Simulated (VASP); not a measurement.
VASP runs on AgI (space group F-43m) share one base input (PBE GGA, plane waves, VASP's PBE PAW potentials (set 64)) and change the settings named in each case.

### KPOINTS
```
K-points
0
gamma
 9 9 9
```

File POSCAR:
```
AgI
1
    0.0000000000     3.2500000000     3.2500000000
    3.2500000000     0.0000000000     3.2500000000
    3.2500000000     3.2500000000     0.0000000000
Ag I
1 1
Direct
  0.0000000000   0.0000000000   0.0000000000
  0.2500000000   0.2500000000   0.2500000000
```

### INCAR
```
PREC=Accurate
ISIF=2
SIGMA=0.05   # width (eV)
LMAXMIX=4
LWAVE=.FALSE.
LCHARG=.FALSE.
NELM=100   # most electronic steps
GGA=PE
ENCUT=300
ISMEAR=-1   # Fermi-Dirac
LREAL=.FALSE.   # projection in real space or not
EDIFF=1E-6
SYSTEM=AgI
ALGO=Normal
LASPH=.TRUE.
```

POTCAR, in this order: Ag I (PBE.64 set). Program: vasp_std.

```tsv
change	E(σ→0) (eV/atom)	pressure (GPa)
base run	-2.3884	1.65
GGA removed, POTCAR Ag I (LDA.64 set)	-3.0460	(withheld)
GGA_COMPAT = .FALSE., LNONCOLLINEAR = .TRUE., LSORBIT = .TRUE., MAGMOM = 0.0 0.0 0.0 0.0 0.0 0.0, program vasp_ncl	-2.4649	(withheld)
KPOINTS 4×4×4 Γ-centred mesh	-2.3789	1.78
```

Problem. What belongs in the gaps?

Solution. 
- GGA removed, POTCAR Ag I (LDA.64 set), pressure (GPa): -2.50
- GGA_COMPAT = .FALSE., LNONCOLLINEAR = .TRUE., LSORBIT = .TRUE., MAGMOM = 0.0 0.0 0.0 0.0 0.0 0.0, program vasp_ncl, pressure (GPa): 1.67

Energies of different potentials or functionals have different zeros.  Unless said otherwise, spin-orbit coupling is left out, though it shifts the bands of the heavy elements here. At 300 eV the pressure can carry a Pulay error.

Left out are runs that ran out of time, are held back, or changed the cell or the kind of run, fixed moments of cells without a moment, rows past the twelfth, gaps on odd meshes, pressures of charged cells and columns that move by less than the noise.

The structure is a typed AgI crystal (F-43m). The cell was not relaxed at this level.
